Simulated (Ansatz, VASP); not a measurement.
## Si2B2C: VASP beside Ansatz

```
Si B C
1.0
     3.23522    0.00000    0.00000
    -1.61761    2.80179    0.00000
     0.00000    0.00000   11.95082
Si B C
4 4 2
Direct
  0.66667 0.33333 0.56026
  0.66667 0.33333 0.93974
  0.33333 0.66667 0.43974
  0.33333 0.66667 0.06026
  0.66667 0.33333 0.40255
  0.66667 0.33333 0.09745
  0.33333 0.66667 0.90255
  0.33333 0.66667 0.59745
  0.00000 0.00000 0.75000
  0.00000 0.00000 0.25000
```

Change from the starting cell: species swapped into the Ho2TeO2 type (P6_3/mmc, No. 194).

Alike in both runs: task relaxation of cell and atoms; functional PBE; k mesh 6 × 6 × 2; occupations gaussian, width 0.1 eV; no spin polarisation.

|  | VASP | Ansatz |
| --- | --- | --- |
| version | VASP 6.6.1 | Ansatz 0.2.0 |
| potentials or method | VASP PAW PBE potentials, release 64 (Si, B, C) | scalar-relativistic, plane waves, PAW |
| plane-wave cutoff (eV) | 600 | 420 |
| valence electrons in the cell | 36 | 36 |

Ansatz gave:

| Property | Result |
| --- | --- |
| gap on the k mesh at the Fermi level, each at its own relaxed structure (eV) | none |
| relaxed volume (Å³/atom) | 8.76 |
| relaxed cell length with the largest relative difference (Å) | 11.590 |
| energy change over the relaxation (meV/atom) | -1393 |

Which values does VASP return?

gap on the k mesh at the Fermi level, each at its own relaxed structure (eV): none; relaxed volume (Å³/atom): 8.76; relaxed cell length with the largest relative difference (Å): 11.586; energy change over the relaxation (meV/atom): -1389.

A gap of «none» marks a metal or a gap that the smearing closes.

Caveats: the k mesh is coarse (spacing up to 0.37 Å⁻¹), so the values aren't converged; the volume moved by over 15 % at a fixed basis, so the end points are rough (VASP).
